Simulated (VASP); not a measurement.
# BeZn2Te3 (P3m1) in VASP: notebook

Runs on BeZn2Te3. Level: PBE. Tasks: relaxation of cell and atoms.

Everything below comes from runs of VASP 6.6.1. Logs are shortened: lines on timing, memory, paths and dates and some standing lists are left out, and cuts for length are marked.

## Step 1: The crystal as given

The structure is trigonal, space group P3m1 (No. 156). The conventional cell has a = 4.268 Å, b = 4.268 Å, c = 10.389 Å, α = 90.00°, β = 90.00°, γ = 120.00°. Around Be (site symmetry 3m) lie 4 Te at 2.44 to 2.57 Å. Zn (site symmetry 3m) has 4 Te at 2.64 to 2.65 Å as nearest neighbours. Zn (site symmetry 3m) is surrounded by 4 Te at 2.64 to 2.66 Å. Te (site symmetry 3m) is surrounded by 1 Be at 2.44 Å and 3 Zn at 2.64 Å. Te (site symmetry 3m) is surrounded by 3 Be at 2.57 Å and 1 Zn at 2.66 Å. Around Te (site symmetry 3m) lie 4 Zn at 2.64 to 2.65 Å.

The cell was built by a generator and needn't be a form met in nature.

## Step 2: Relaxation of cell and atoms, PBE

INCAR

```
ALGO = Normal ; EDIFF = 1E-6
EDIFFG = -0.01 ; ENCUT = 520
GGA = PE ; IBRION = 2
ISIF = 3 ; ISMEAR = 0
KPAR = 4 ; LASPH = True
LCHARG = False ; LREAL = False
LWAVE = False ; NELM = 120
NSW = 90 ; PREC = Accurate
SIGMA = 0.03
```

KPOINTS

```
k-points
0
Gamma
  8 8 4
```

POSCAR

```
BeZn2Te3
1.0
    4.2679149500      0.0000000000      0.0000000000
   -2.1339574700      3.6961227700      0.0000000000
    0.0000000000      0.0000000000     10.3890000000
Be Zn Te
1 2 3
Direct
    0.0000000000      0.0000000000      0.0000962600
    0.6666666700      0.3333333300      0.3269804600
    0.3333333300      0.6666666700      0.6743671200
    0.0000000000      0.0000000000      0.2351525700
    0.3333333300      0.6666666700      0.9308884400
    0.6666666700      0.3333333300      0.5824429700
```

Potentials or basis: VASP PAW PBE potentials, release 64 (Be, Zn, Te).

Run with:

```console
$ cat potpaw_PBE.64/Be/POTCAR potpaw_PBE.64/Zn/POTCAR potpaw_PBE.64/Te/POTCAR > POTCAR
$ mpirun -np 4 vasp_std > vasp.out
```

OUTCAR:

```text
EDIFF = 1E-6
   EDIFFG = -0.01
   ENCUT = 520
   GGA = PE
   IBRION = 2
   ISIF = 3
   ISMEAR = 0
   LASPH = True
   LREAL = False
   NELM = 120
   NSW = 90
   PREC = Accurate

 ion  position               nearest neighbor table
   1  0.000  0.000  0.000-   4 2.44   5 2.57   5 2.57   5 2.57
   2  0.667  0.333  0.327-   4 2.64   4 2.64   4 2.64   6 2.65
   3  0.333  0.667  0.674-   6 2.64   6 2.64   6 2.64   5 2.66
   4  0.000  0.000  0.235-   1 2.44   2 2.64   2 2.64   2 2.64
   5  0.333  0.667  0.931-   1 2.57   1 2.57   1 2.57   3 2.66
   6  0.667  0.333  0.582-   3 2.64   3 2.64   3 2.64   2 2.65

  LATTYP: Found a hexagonal cell.
 ALAT       =     4.2679149500
 C/A-ratio  =     2.4342097070

  Lattice vectors:

 A1 = (   4.2679149500,   0.0000000000,   0.0000000000)
 A2 = (  -2.1339574700,   3.6961227700,   0.0000000000)
 A3 = (   0.0000000000,   0.0000000000,  10.3890000000)

Analysis of symmetry for initial positions (statically):
=====================================================================
 Subroutine PRICEL returns:
 Original cell was already a primitive cell.

 Routine SETGRP: Setting up the symmetry group for a
 hexagonal supercell.

 Subroutine GETGRP returns: Found  6 space group operations
 (whereof  6 operations were pure point group operations)
 out of a pool of 24 trial point group operations.

The static configuration has the point symmetry C_3v.

Analysis of symmetry for dynamics (positions and initial velocities):
=====================================================================
 Subroutine PRICEL returns:
 Original cell was already a primitive cell.

 Routine SETGRP: Setting up the symmetry group for a
 hexagonal supercell.

 Subroutine GETGRP returns: Found  6 space group operations
 (whereof  6 operations were pure point group operations)
 out of a pool of 24 trial point group operations.

The dynamic configuration has the point symmetry C_3v.

 Subroutine INISYM returns: Found  6 space group operations
 (whereof  6 operations are pure point group operations),
 and found     1 'primitive' translations

----------------------------------------------------------------------------------------

                                     Primitive cell

  volume of cell :     163.8837

  direct lattice vectors                    reciprocal lattice vectors
     4.267914950  0.000000000  0.000000000     0.234306450  0.135276891  0.000000000
    -2.133957470  3.696122770  0.000000000     0.000000000  0.270553784  0.000000000
     0.000000000  0.000000000 10.389000000     0.000000000  0.000000000  0.096255655

  length of vectors
     4.267914950  4.267914949 10.389000000     0.270553784  0.270553784  0.096255655

  position of ions in fractional coordinates (direct lattice)
     0.000000000  0.000000000  0.000096260
     0.666666670  0.333333330  0.326980460
     0.333333330  0.666666670  0.674367120
     0.000000000  0.000000000  0.235152570
     0.333333330  0.666666670  0.930888440
     0.666666670  0.333333330  0.582442970

  ion indices of the primitive-cell ions
   primitive index   ion index
                 1           1
                 2           2
                 3           3
                 4           4
                 5           5
                 6           6

----------------------------------------------------------------------------------------

 KPOINTS: k-points

Automatic generation of k-mesh.
 Grid dimensions read from file:
 generate k-points for:    8    8    4

 Generating k-lattice:

  Cartesian coordinates                     Fractional coordinates (reciprocal lattice)
     0.029288306  0.016909611  0.000000000     0.125000000  0.000000000  0.000000000
     0.000000000  0.033819223  0.000000000     0.000000000  0.125000000  0.000000000
     0.000000000  0.000000000  0.024063914     0.000000000  0.000000000  0.250000000

  Length of vectors
     0.033819223  0.033819223  0.024063914

  Shift w.r.t. Gamma in fractional coordinates (k-lattice)
     0.000000000  0.000000000  0.000000000

 Subroutine IBZKPT returns following result:
 ===========================================

 Found     35 irreducible k-points:

 Following reciprocal coordinates:
            Coordinates               Weight
  0.000000  0.000000  0.000000      1.000000
  0.125000  0.000000  0.000000      6.000000
  0.250000  0.000000  0.000000      6.000000
  0.375000  0.000000  0.000000      6.000000
  0.500000  0.000000  0.000000      3.000000
  0.125000  0.125000  0.000000      6.000000
[... 16 lines left out ...]
 -0.125000  0.500000  0.250000     12.000000
  0.250000  0.250000  0.250000     12.000000
 [... further k-points ...]
   k-points           NKPTS =     35   k-points in BZ     NKDIM =     35   number of bands    NBANDS=     26
   number of dos      NEDOS =    301   number of ions     NIONS =      6
   total plane-waves  NPLWV =  81920
   dimension x,y,z NGX =    32 NGY =   32 NGZ =   80
   dimension x,y,z NGXF=    64 NGYF=   64 NGZF=  160
   ions per type =               1   2   3
   NGX,Y,Z   is equivalent  to a cutoff of  12.46, 12.46, 12.80 a.u.
   NGXF,Y,Z  is equivalent  to a cutoff of  24.93, 24.93, 25.60 a.u.
 SYSTEM =  unknown system
   PREC   = accura    normal or accurate (medium, high low for compatibility)
   ISTART =      0    job   : 0-new  1-cont  2-samecut
   ICHARG =      2    charge: 1-file 2-atom 10-const
   ISPIN  =      1    spin polarized calculation?
   LNONCOLLINEAR =      F non collinear calculations
   LSORBIT =      F    spin-orbit coupling
   LASPH  =      T    aspherical Exc in radial PAW
   ENCUT  =  520.0 eV  38.22 Ry    6.18 a.u.   7.94  7.94 19.32*2*pi/ulx,y,z
   NELM   =    120;   NELMIN=  2; NELMDL= -5     # of ELM steps
   EDIFF  = 0.1E-05   stopping-criterion for ELM
   LREAL  =      F    real-space projection
   EDIFFG = -.1E-01   stopping-criterion for IOM
   NSW    =     90    number of steps for IOM
   IBRION =      2    ionic relax: 0-MD 1-quasi-New 2-CG
   NFREE  =      1    steps in history (QN), initial steepest desc. (CG)
   ISIF   =      3    stress and relaxation
   ISYM   =      2    0-nonsym 1-usesym 2-fastsym
   POTIM  = 0.5000    time-step for ionic-motion
   TEBEG  =    0.0;   TEEND  =   0.0 temperature during run
   PSTRESS=    0.0 pullay stress
   NELECT =      44.0000    total number of electrons
   NUPDOWN=      -1.0000    fix difference up-down
   EMIN   =  10.00;   EMAX   =-10.00  energy-range for DOS
   EFERMI =   0.00;   METHOD = LEGACY
   ISMEAR =     0;   SIGMA  =   0.03  broadening in eV -4-tet -1-fermi 0-gaus
   EFERMI_NEDOS =   21; number of points for ismear=-14 and -15
   IALGO  =     38    algorithm
   IMIX   =      4    mixing-type and parameters
     AMIX     =   0.40;   BMIX     =  1.00
     AMIX_MAG =   1.60;   BMIX_MAG =  1.00
  volume/ion in A,a.u.               =      27.31       184.32
  Fermi-wavevector in a.u.,A,eV,Ry     =   1.056121  1.995780 15.175829  1.115392
  Thomas-Fermi vector in A             =   2.191345
   LORBIT       =      0    0 simple, 1 ext, 2 COOP (PROOUT), +10 PAW based schemes
   GGA     = PE    functional components
   LHFCALC =     F    Hartree Fock is set to
   AEXX    =    0.0000 exact exchange contribution
   IVDW    =     0    specifies the selected vdW correction
   LEPSILON=     F    determine dielectric tensor
   LRPA    =     F    only Hartree local field effects (RPA)
 conjugate gradient relaxation of ions
 non-spin polarized calculation
 Gauss-broadening in eV      SIGMA  =   0.03
  energy-cutoff  :      520.00
  volume of cell :      163.88
 maximum number of plane-waves:      4438
   NGX = 15   NGY = 15   NGZ = 39

--------------------------------------- Ionic step        1  -------------------------------------------

 number of electron      43.9999995 magnetization

 Free energy of the ion-electron system (eV)
  ---------------------------------------------------
  ext. energy  EPLUGINS =         0.00000000
  ---------------------------------------------------
  free energy    TOTEN  =       -17.81964762 eV

  energy without entropy =      -17.81964762  energy(sigma->0) =      -17.81964762

------------------------ aborting loop because EDIFF is reached ----------------------------------------

  FORCE on cell =-STRESS in cart. coord.  units (eV):
  Direction    XX          YY          ZZ          XY          YZ          ZX
  --------------------------------------------------------------------------------------
  -------------------------------------------------------------------------------------
  Total       -0.3143869     -0.3143869      0.3607752     -0.0000000     -0.0000000      0.0000000
  in kB       -3.0735422     -3.0735422      3.5270479     -0.0000000     -0.0000000      0.0000000
  external PRESSURE =      -0.8733455 kB  Pullay stress =       0.0000000 kB

 VOLUME and BASIS-vectors are now :
 -----------------------------------------------------------------------------
  energy-cutoff  :      520.00
  volume of cell :      163.88
      direct lattice vectors                 reciprocal lattice vectors
     4.267914950  0.000000000  0.000000000     0.234306450  0.135276891  0.000000000
    -2.133957470  3.696122770  0.000000000     0.000000000  0.270553784  0.000000000
     0.000000000  0.000000000 10.389000000     0.000000000  0.000000000  0.096255655
[... 161 lines left out ...]
 POSITION                                       TOTAL-FORCE (eV/Angst)
 -----------------------------------------------------------------------------------
      0.00000     -0.00000      0.00267         0.000000     -0.000000      0.019625
      2.12684      1.22793      3.41303        -0.000000     -0.000000      0.025893
     -0.00000      2.45587      7.03721        -0.000000     -0.000000      0.018139
      0.00000     -0.00000      2.45449        -0.000000      0.000000     -0.016373
     -0.00000      2.45587      9.70948         0.000000      0.000000     -0.022310
      2.12684      1.22793      6.07536         0.000000      0.000000     -0.024974
 -----------------------------------------------------------------------------------
    total drift:                                0.000002     -0.000001      0.000181

  FREE ENERGIE OF THE ION-ELECTRON SYSTEM (eV)
  ---------------------------------------------------
  free  energy   TOTEN  =       -17.8216344922 eV

  energy  without entropy=      -17.8216344922  energy(sigma->0) =      -17.82163449

--------------------------------------- Ionic step        6  -------------------------------------------

 number of electron      44.0000002 magnetization

 Free energy of the ion-electron system (eV)
  ---------------------------------------------------
  ext. energy  EPLUGINS =         0.00000000
  ---------------------------------------------------
  free energy    TOTEN  =       -17.82182627 eV

  energy without entropy =      -17.82182627  energy(sigma->0) =      -17.82182627

 E-fermi :   3.6643     XC(G=0):  -8.8459

 val. band max:        3.5192699598   @ k =   0.0000   0.0000   0.0000
 cond. band min:       5.1156934537   @ k =   0.0000   0.0000   0.0000
 fundamental gap:      1.5964234939
 Fermi energy:         3.6643366110

 k-point     1 :       0.0000    0.0000    0.0000
  band No.  band energies     occupation
      1      -8.3222      2.00000
      2      -7.7280      2.00000
      3      -7.5394      2.00000
      4      -3.3873      2.00000
      5      -3.3873      2.00000
      6      -3.3548      2.00000
[... 18 lines left out ...]
     25       5.8498      0.00000
     26       7.2388      0.00000
[... 644 lines left out ...]
      4      -3.3399      2.00000
      5      -3.3137      2.00000
      6      -3.2945      2.00000
[... 18 lines left out ...]
     25       7.4731      0.00000
     26       7.9230      0.00000

 [... further k-points ...]

------------------------ aborting loop because EDIFF is reached ----------------------------------------

  FORCE on cell =-STRESS in cart. coord.  units (eV):
  Direction    XX          YY          ZZ          XY          YZ          ZX
  --------------------------------------------------------------------------------------
  -------------------------------------------------------------------------------------
  Total       -0.0207295     -0.0207295     -0.0298300     -0.0000000      0.0000000     -0.0000000
  in kB       -0.2030408     -0.2030408     -0.2921776     -0.0000000      0.0000000     -0.0000000
  external PRESSURE =      -0.2327531 kB  Pullay stress =       0.0000000 kB

 VOLUME and BASIS-vectors are now :
 -----------------------------------------------------------------------------
  energy-cutoff  :      520.00
  volume of cell :      163.57
      direct lattice vectors                 reciprocal lattice vectors
     4.252204231 -0.000000000  0.000000000     0.235172147  0.135776702 -0.000000000
    -2.126102110  3.682516888  0.000000000     0.000000000  0.271553405  0.000000000
     0.000000000 -0.000000000 10.446183940    -0.000000000 -0.000000000  0.095728737

 POSITION                                       TOTAL-FORCE (eV/Angst)
 -----------------------------------------------------------------------------------
      4.25220     -0.00000      0.00521         0.000000     -0.000000      0.001431
      2.12610      1.22751      3.42020         0.000000     -0.000000      0.003820
     -0.00000      2.45501      7.04801        -0.000000      0.000000     -0.002921
      0.00000     -0.00000      2.45584        -0.000000      0.000000     -0.005485
     -0.00000      2.45501      9.71771         0.000000     -0.000000      0.002474
      2.12610      1.22751      6.07928         0.000000     -0.000000      0.000680
 -----------------------------------------------------------------------------------
    total drift:                                0.000002     -0.000001     -0.000425

  FREE ENERGIE OF THE ION-ELECTRON SYSTEM (eV)
  ---------------------------------------------------
  free  energy   TOTEN  =       -17.8218262727 eV

  energy  without entropy=      -17.8218262727  energy(sigma->0) =      -17.82182627

 reached required accuracy - stopping structural energy minimisation
```

It took 2 min on 4 MPI ranks of AMD EPYC 7R13 (Zen 3), shared host; peak memory 0.36 GiB.

What came out:

| Quantity | Value |
| --- | --- |
| Free energy | -17.8218 eV |
| Relaxed volume | 27.26 Å³/atom |
| Relaxed cell | a = 4.252 Å, b = 4.252 Å, c = 10.446 Å, α = 90.00°, β = 90.00°, γ = 120.00° |
| Space group after relaxing (to 0.05 Å) | P3m1 (No. 156) |
| Energy gained by relaxing | 0.4 meV/atom |
| Ionic steps | 6 |
| Pressure after relaxing | 0.0 GPa |
| Largest force after relaxing | 0.005 eV/Å |
| Band gap on the k mesh | 1.60 eV, direct |

Forces in eV/Å, atoms in the order of the input:
```
Be   0.000  0.000  0.001
Zn   0.000  0.000  0.004
Zn   0.000  0.000 -0.003
Te   0.000  0.000 -0.005
Te   0.000  0.000  0.002
Te   0.000  0.000  0.001
```

Step by step:
| step | energy change (eV) | largest force (eV/Å) | pressure (GPa) | volume (Å³) |
| --- | --- | --- | --- | --- |
| 1 | 0.0000 | 0.0321 | -0.09 | 163.88 |
| 2 | -0.0016 | 0.0342 | -0.03 | 163.53 |
| 3 | -0.0017 | 0.0426 | 0.04 | 163.42 |
| 4 | -0.0017 | 0.0405 | 0.02 | 163.45 |
| 5 | -0.0020 | 0.0259 | 0.01 | 163.50 |
| 6 | -0.0022 | 0.0055 | -0.02 | 163.57 |

Final structure:
```
CELL_PARAMETERS angstrom
4.25220 0.00000 0.00000
-2.12610 3.68252 0.00000
0.00000 0.00000 10.44618
ATOMIC_POSITIONS crystal
Be 0.00000 0.00000 0.00050
Zn 0.66667 0.33333 0.32741
Zn 0.33333 0.66667 0.67470
Te 0.00000 0.00000 0.23509
Te 0.33333 0.66667 0.93026
Te 0.66667 0.33333 0.58196
```

Levels at points of the mesh, in eV from the valence-band top:
```
           k point  band 20  band 21  band 22  band 23  band 24  band 25
(0.00, 0.00, 0.00)    -0.17     0.00     0.00     1.60     2.19     2.33
(0.50, 0.00, 0.00)    -2.08    -1.43    -1.22     2.11     2.28     2.90
(0.00, 0.00, 0.50)    -0.38    -0.19    -0.19     2.03     2.42     2.57
(0.50, 0.00, 0.50)    -1.78    -1.04    -0.92     1.88     2.31     2.76
```

Caveat: spin-orbit coupling is left out, which moves the levels of the heavy elements. A k mesh can miss the band edges.

[end of part 1 of 2]
